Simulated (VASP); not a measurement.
A run of VASP 6.6.1:

File INCAR:

```
SYSTEM = LiMg12
PREC     = Accurate       ! precision mode
ENCUT    = 520            ! plane-wave cutoff, eV
EDIFF    = 1E-6           ! SCF threshold, eV
ISMEAR   = -1             ! smearing method
SIGMA    = 0.15           ! smearing width, eV
LREAL    = .False.        ! projectors in reciprocal space
LASPH    = .True.         ! aspherical terms in the spheres
NELM     = 100            ! most SCF steps
ALGO     = Normal         ! electronic algorithm
ISIF     = 2              ! what is computed and relaxed
LWAVE    = .False.        ! write WAVECAR
LCHARG   = .False.        ! write CHGCAR
GGA      = PS             ! functional
NBANDS   = 26             ! bands
```

The input KPOINTS:

```
Automatic mesh
0
Gamma
  2 2 2
  0 0 0
```

Contents of POSCAR:

```
LiMg12
1.0
    6.4200000000      0.0000000000      0.0000000000
   -4.8150000000      8.3398250000      0.0000000000
    0.0000000000      0.0000000000      5.2130400000
Mg Li
12 1
Direct
   -0.0177115064     -0.0227222993      0.0636480825
    0.3088221769      0.3638085931      0.3815048417
   -0.0205887605      0.2885192435     -0.0513328116
    0.1095306247      0.5403710510      0.5605174716
    0.0162933393      0.6497618355      0.0414537391
    0.1909535968      0.8968893232      0.5023364486
    0.5254890543     -0.0179979796      0.0234987646
    0.6855749140      0.2468517025      0.4340845265
    0.4177234210      0.2493217783     -0.0658540890
    0.7417861721      0.6137418951      0.5380353882
    0.4893204448      0.6215238329      0.0012276906
    0.5730661396      0.8107963896      0.5209244510
    0.0167808245      0.0923640484      0.6125984071
```

Potentials or basis: VASP PAW PBE potentials, release 64 (Mg, Li_sv).

Run with:

```sh
$ cat potpaw_PBE.64/Mg/POTCAR potpaw_PBE.64/Li_sv/POTCAR > POTCAR
$ mpirun -np 1 vasp_std > vasp.out
```

Hardware: 1 thread of Intel(R) Xeon(R) 6975P-C (Granite Rapids), with other jobs on the host.

Problem. How long does it take, and how much memory?

Solution. It took 40 s on 1 thread of Intel(R) Xeon(R) 6975P-C (Granite Rapids), on a shared host, peak memory 0.35 GiB. Counts: scf iterations 12, k points 8.
